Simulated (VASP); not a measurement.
Data:

```
CELL_PARAMETERS angstrom
      3.88929     0.00000     0.00000
     -1.94464     3.36822     0.00000
      0.00000     0.00000     6.45224
ATOMIC_POSITIONS crystal
  Zn 0.00000 0.00000 0.99867
  Cd 0.33333 0.66667 0.50759
  S  0.33333 0.66667 0.89247
  S  0.00000 0.00000 0.35327
```

These are LDA (Ceperley-Alder, Perdew-Zunger), VASP's LDA PAW potentials (set 64) (plane waves; VASP) values and carry that method's errors. Settings: 400 eV cut-off, Gaussian smearing of 0.050 eV, potentials Zn Cd S.

Q: Give the energies of bands 8 to 21 at the high-symmetry points, in eV from the valence-band maximum.

A: 
```json
[
 {"band": "8", "Γ": "-6.70", "M": "-6.56", "K": "-6.51", "A": "-6.70", "L": "-6.57", "H": "-6.55"},
 {"band": "9", "Γ": "-6.70", "M": "-6.51", "K": "-6.41", "A": "-6.69", "L": "-6.53", "H": "-6.43"},
 {"band": "10", "Γ": "-6.30", "M": "-6.30", "K": "-6.34", "A": "-6.69", "L": "-6.33", "H": "-6.33"},
 {"band": "11", "Γ": "-6.30", "M": "-6.26", "K": "-6.32", "A": "-6.30", "L": "-6.27", "H": "-6.30"},
 {"band": "12", "Γ": "-6.30", "M": "-6.16", "K": "-6.03", "A": "-6.30", "L": "-6.14", "H": "-6.00"},
 {"band": "13", "Γ": "-5.44", "M": "-5.04", "K": "-4.67", "A": "-3.11", "L": "-5.26", "H": "-5.10"},
 {"band": "14", "Γ": "-1.11", "M": "-4.07", "K": "-4.05", "A": "-3.02", "L": "-4.64", "H": "-4.50"},
 {"band": "15", "Γ": "-1.11", "M": "-3.36", "K": "-3.96", "A": "-0.88", "L": "-2.03", "H": "-3.40"},
 {"band": "16", "Γ": "-0.29", "M": "-2.41", "K": "-2.49", "A": "-0.88", "L": "-1.86", "H": "-2.77"},
 {"band": "17", "Γ": "0.00", "M": "-1.83", "K": "-2.37", "A": "-0.27", "L": "-1.70", "H": "-1.57"},
 {"band": "18", "Γ": "0.00", "M": "-0.86", "K": "-2.04", "A": "-0.27", "L": "-1.34", "H": "-1.44"},
 {"band": "19", "Γ": "1.32", "M": "3.29", "K": "3.86", "A": "2.64", "L": "2.92", "H": "4.05"},
 {"band": "20", "Γ": "2.85", "M": "3.88", "K": "5.30", "A": "3.38", "L": "3.31", "H": "4.24"},
 {"band": "21", "Γ": "6.03", "M": "4.72", "K": "5.49", "A": "5.30", "L": "4.61", "H": "5.46"}
]
```

The gap is direct, 1.32 eV, from the valence maximum at Γ to the conduction minimum at Γ.

The structure comes from a computed database's ZnCdS2 entry (P3m1); how it stands against other phases isn't given here. It was relaxed first, which changed the volume by -8 %.
